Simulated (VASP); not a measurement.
Crystal: Hf.

```xyz
2
Lattice="3.1967 0.0000 0.0000 -1.5983 2.7684 0.0000 0.0000 0.0000 5.0578" Properties=species:S:1:pos:R:3 pbc="T T T"
Hf    0.0000    1.8456    1.2645
Hf    1.5984    0.9228    3.7934
```

* Program: VASP 6.6.1
* Task: relaxation of cell and atoms
* Functional: LDA
* Potentials or basis: VASP PAW LDA potentials, release 64 (Hf_pv)
* Cutoff: 600 eV
* k mesh: 18 × 18 × 9
* Occupations: methfessel-paxton, width 0.1 eV
* Spin: no spin polarisation

At the start: pressure -7.6 GPa; volume 22.38 Å³/atom.

Where does the relaxation end?

Over 8 steps the energy falls by 38.5 meV/atom and the volume is 20.84 Å³/atom (-6.9 %); space group P6_3/mmc (No. 194, to 0.05 Å).

Step by step:
| step | energy change (eV) | largest force (eV/Å) | pressure (GPa) | volume (Å³) |
| --- | --- | --- | --- | --- |
| 1 | 0.0000 | 0.0000 | -7.64 | 44.76 |
| 2 | 0.0489 | 0.0000 | 12.27 | 38.20 |
| 3 | -0.0769 | 0.0000 | -0.18 | 41.75 |
| 4 | -0.0769 | 0.0000 | -0.02 | 41.69 |
| 5 | -0.0769 | 0.0000 | 0.16 | 41.63 |
| 6 | -0.0770 | 0.0000 | -0.17 | 41.75 |
| 7 | -0.0770 | 0.0000 | -0.09 | 41.72 |
| 8 | -0.0770 | 0.0000 | 0.01 | 41.68 |

Final structure:
```xyz
2
Lattice="3.1198 0.0000 0.0000 -1.5599 2.7018 0.0000 0.0000 0.0000 4.9449" Properties=species:S:1:pos:R:3 pbc="T T T"
Hf    0.0000    1.8012    1.2362
Hf    1.5599    0.9006    3.7086
```
